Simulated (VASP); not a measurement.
All values below come from r2SCAN meta-GGA, VASP's PBE PAW potentials (set 64) (plane waves; VASP 6.6.1).

Input for VASP

### POSCAR
```
SiO2
1.0
  2.4651508701  -4.2697666715   0.0000000000
  2.4651508701   4.2697666715   0.0000000000
  0.0000000000   0.0000000000   5.4203856410
Si O
3 6
Cart
  3.6234047361  -2.2636120730   1.8067934069
  2.6137940082   0.0000000000   0.0000000000
  3.6234047361   2.2636120730   3.6135922341
  1.6778170041   0.6232813534   1.1611162514
  3.5516157671   1.1413915113   4.7747084855
  2.1660198391  -2.5050938068   2.4524705624
  3.5516157671  -1.1413915113   0.6456771555
  1.6778170041  -0.6232813534   4.2592693896
  2.1660198391   2.5050938068   2.9679150786
```

KPOINTS:
```
Automatic mesh
0
G
 5 5 4
0 0 0
```

INCAR:
```
LCHARG = .False.
ISIF = 3
LWAVE = .False.
IBRION = 2   # conjugate gradients
ALGO = Normal
LASPH = .True.   # aspherical one-centre terms
NSW = 40   # most ionic steps
ENCUT = 620   # plane-wave cut-off (eV)
SYSTEM = SiO2
ISMEAR = 0   # Gaussian
SIGMA = 0.05
EDIFF = 1E-6
LREAL = .False.   # projection in real space or not
PREC = Accurate
NELM = 100   # most electronic steps
EDIFFG = -0.02   # ionic stop
METAGGA = R2SCAN
LMIXTAU = .True.
```

POTCAR, in this order: Si O (PBE.64 set). Program: vasp_std.

Output of the run:

File OSZICAR:
```
       N       E                     dE             d eps       ncg     rms          rms(c)
DAV:   1     0.320037059501E+03    0.32004E+03   -0.28792E+04   986   0.179E+03
DAV:   2    -0.900767420999E+02   -0.41011E+03   -0.39941E+03  1305   0.372E+02
DAV:   3    -0.112879308281E+03   -0.22803E+02   -0.22733E+02  1156   0.969E+01
DAV:   4    -0.113166751498E+03   -0.28744E+00   -0.28691E+00  1156   0.118E+01
DAV:   5    -0.113172239798E+03   -0.54883E-02   -0.54861E-02  1131   0.161E+00    0.259E+01
DAV:   6    -0.945060813669E+02    0.18666E+02   -0.26777E+01  1101   0.272E+01    0.146E+01
DAV:   7    -0.875831781932E+02    0.69229E+01   -0.16487E+00  1131   0.110E+01    0.503E+00
DAV:   8    -0.950703855799E+02   -0.74872E+01   -0.32623E+00  1066   0.106E+01    0.308E+00
DAV:   9    -0.894020653081E+02    0.56683E+01   -0.15670E+00  1016   0.817E+00    0.695E-01
DAV:  10    -0.893167127911E+02    0.85353E-01   -0.39087E-01  1001   0.556E+00    0.779E-01
DAV:  11    -0.892629731469E+02    0.53740E-01   -0.98320E-03  1151   0.924E-01    0.624E-01
DAV:  12    -0.894836608261E+02   -0.22069E+00   -0.14191E-01  1001   0.352E+00    0.189E-01
DAV:  13    -0.894520930436E+02    0.31568E-01   -0.15194E-02  1141   0.943E-01    0.212E-01
DAV:  14    -0.894606653250E+02   -0.85723E-02   -0.56160E-03  1116   0.568E-01    0.976E-02
DAV:  15    -0.894644442046E+02   -0.37789E-02   -0.16203E-03  1056   0.439E-01    0.423E-02
DAV:  16    -0.894649294407E+02   -0.48524E-03   -0.16080E-04  1141   0.105E-01    0.410E-02
DAV:  17    -0.894651019597E+02   -0.17252E-03   -0.12115E-04  1121   0.735E-02    0.127E-02
DAV:  18    -0.894652177164E+02   -0.11576E-03   -0.12040E-04  1046   0.115E-01    0.117E-02
DAV:  19    -0.894653106002E+02   -0.92884E-04   -0.33426E-05  1066   0.562E-02    0.895E-03
DAV:  20    -0.894653084398E+02    0.21604E-05   -0.89984E-07   733   0.901E-03    0.597E-03
DAV:  21    -0.894653099510E+02   -0.15112E-05   -0.78121E-07   723   0.699E-03    0.260E-03
DAV:  22    -0.894653103182E+02   -0.36719E-06   -0.31742E-07   693   0.533E-03
   1 F= -.89465310E+02 E0= -.89465310E+02  d E =-.894653E+02
       N       E                     dE             d eps       ncg     rms          rms(c)
DAV:   1    -0.894672604336E+02   -0.19505E-02   -0.86140E-02  1076   0.223E+00    0.381E-01
DAV:   2    -0.894652835967E+02    0.19768E-02   -0.71284E-03  1126   0.553E-01    0.899E-02
DAV:   3    -0.894651087807E+02    0.17482E-03   -0.70828E-04  1026   0.184E-01    0.372E-02
DAV:   4    -0.894651777443E+02   -0.68964E-04   -0.14962E-04  1016   0.124E-01    0.216E-02
DAV:   5    -0.894651428625E+02    0.34882E-04   -0.66877E-05  1016   0.860E-02    0.665E-03
DAV:   6    -0.894651798783E+02   -0.37016E-04   -0.49809E-05  1016   0.747E-02    0.559E-03
DAV:   7    -0.894651928669E+02   -0.12989E-04   -0.49533E-06  1012   0.223E-02    0.182E-03
DAV:   8    -0.894651971537E+02   -0.42867E-05   -0.24108E-06   797   0.155E-02    0.582E-04
DAV:   9    -0.894651973240E+02   -0.17032E-06   -0.22843E-07   688   0.436E-03
   2 F= -.89465197E+02 E0= -.89465197E+02  d E =0.112994E-03
       N       E                     dE             d eps       ncg     rms          rms(c)
DAV:   1    -0.894661296198E+02   -0.93247E-03   -0.29058E-02  1071   0.129E+00    0.221E-01
DAV:   2    -0.894654758949E+02    0.65372E-03   -0.23976E-03  1126   0.321E-01    0.521E-02
DAV:   3    -0.894654222912E+02    0.53604E-04   -0.23843E-04  1006   0.106E-01    0.217E-02
DAV:   4    -0.894654459291E+02   -0.23638E-04   -0.48738E-05   996   0.706E-02    0.128E-02
DAV:   5    -0.894654346788E+02    0.11250E-04   -0.22706E-05   996   0.501E-02    0.395E-03
DAV:   6    -0.894654475682E+02   -0.12889E-04   -0.17149E-05  1006   0.439E-02    0.323E-03
DAV:   7    -0.894654515622E+02   -0.39940E-05   -0.15578E-06   703   0.129E-02    0.112E-03
DAV:   8    -0.894654526236E+02   -0.10613E-05   -0.88239E-07   648   0.910E-03    0.351E-04
DAV:   9    -0.894654528513E+02   -0.22776E-06   -0.10186E-07   573   0.270E-03
   3 F= -.89465453E+02 E0= -.89465453E+02  d E =-.142533E-03
```

### OUTCAR
```
------------------------ aborting loop because EDIFF is reached ----------------------------------------
  FORCE on cell =-STRESS in cart. coord.  units (eV):
  Direction    XX          YY          ZZ          XY          YZ          ZX
  --------------------------------------------------------------------------------------
  Total       -0.0090904     -0.0090904      0.0662948      0.0000000      0.0000000      0.0000000
  in kB       -0.1277978     -0.1277978      0.9320047      0.0000000      0.0000000      0.0000000
  external PRESSURE =       0.2254697 kB  Pullay stress =       0.0000000 kB
  volume of cell :      113.97
      direct lattice vectors                 reciprocal lattice vectors
     2.464004823 -4.267781659 -0.000000000     0.202921681 -0.117156884 -0.000000000
     2.464004823  4.267781659  0.000000000     0.202921681  0.117156884  0.000000000
    -0.000000000 -0.000000000  5.418734675    -0.000000000 -0.000000000  0.184544928
 POSITION                                       TOTAL-FORCE (eV/Angst)
 -----------------------------------------------------------------------------------
      3.62161     -2.26275      1.80624        -0.006492     -0.011244      0.000000
      2.61280     -0.00000      0.00000         0.012983     -0.000000      0.000000
      3.62161      2.26275      3.61249        -0.006492      0.011244      0.000000
      1.67745      0.62303      1.16064         0.009692     -0.008588      0.005028
      3.54972      1.14120      4.77313         0.002592      0.012687      0.005028
      2.16484     -2.50355      2.45185        -0.012283      0.004099     -0.005028
      3.54972     -1.14120      0.64560         0.002592     -0.012687     -0.005028
      1.67745     -0.62303      4.25810         0.009692      0.008588     -0.005028
      2.16484      2.50355      2.96689        -0.012283     -0.004099      0.005028
 -----------------------------------------------------------------------------------
    total drift:                               -0.001476      0.000642      0.000001
  FREE ENERGIE OF THE ION-ELECTRON SYSTEM (eV)
  ---------------------------------------------------
  free  energy   TOTEN  =       -89.4654528513 eV

  energy  without entropy=      -89.4654528513  energy(sigma->0) =      -89.46545285

 reached required accuracy - stopping structural energy minimisation
```
(Selected blocks of OUTCAR.)

File CONTCAR:
```
SiO2
   1.00000000000000
     2.4640048228577616   -4.2677816592865545   -0.0000000000000000
     2.4640048228577616    4.2677816592865545    0.0000000000000000
    -0.0000000000000000   -0.0000000000000000    5.4187346750833916
  Si              O
     3     6
Direct
     0.9999999999999981    0.4698059641213128    0.3333330000000032
     0.5301940358786892    0.5301940358786892    0.0000000000000000
     0.4698059641213128    0.9999999999999981    0.6666669999999968
     0.2673992757851072    0.4133841809237185    0.2141899553222985
     0.5866158190762845    0.8540150948613845    0.8808569553222952
     0.7326007242148970    0.1459849051386084    0.4524760446777008
     0.8540150948613845    0.5866158190762845    0.1191430446777047
     0.4133841809237185    0.2673992757851072    0.7858100446777015
     0.1459849051386084    0.7326007242148970    0.5475239553222991
```

The compound is SiO2 in the quartz structure. This run relaxes it. Symmetry was kept, so distortions that lower it aren't found.
